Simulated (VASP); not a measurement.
W:

```
CELL_PARAMETERS angstrom
-1.58234 1.58234 1.58234
1.58234 -1.58234 1.58234
1.58234 1.58234 -1.58234
ATOMIC_POSITIONS crystal
W 0.00000 0.00000 0.00000
```

* Program: VASP 6.6.1
* Task: relaxation of cell and atoms
* Functional: PBE
* Potentials or basis: VASP PAW PBE potentials, release 64 (W_sv)
* Cutoff: 520 eV
* k mesh: 18 × 18 × 18
* Occupations: methfessel-paxton, width 0.2 eV
* Spin: no spin polarisation

At the start: pressure 6.2 GPa; volume 15.85 Å³/atom.

Task: How do energy, volume and symmetry change on relaxing?

Result: Over 4 steps the energy falls by 5.9 meV/atom and the volume is 16.16 Å³/atom (+2.0 %); space group Im-3m (No. 229, to 0.05 Å).

Step by step:
| step | energy change (eV) | largest force (eV/Å) | pressure (GPa) | volume (Å³) |
| --- | --- | --- | --- | --- |
| 1 | 0.0000 | 0.0000 | 6.23 | 15.85 |
| 2 | 0.0624 | 0.0000 | -17.98 | 17.30 |
| 3 | -0.0059 | 0.0000 | -0.18 | 16.17 |
| 4 | -0.0059 | 0.0000 | -0.01 | 16.16 |

Final structure:
```
W
1.0
    -1.59265    1.59265    1.59265
     1.59265   -1.59265    1.59265
     1.59265    1.59265   -1.59265
W
1
Direct
  0.00000 0.00000 0.00000
```
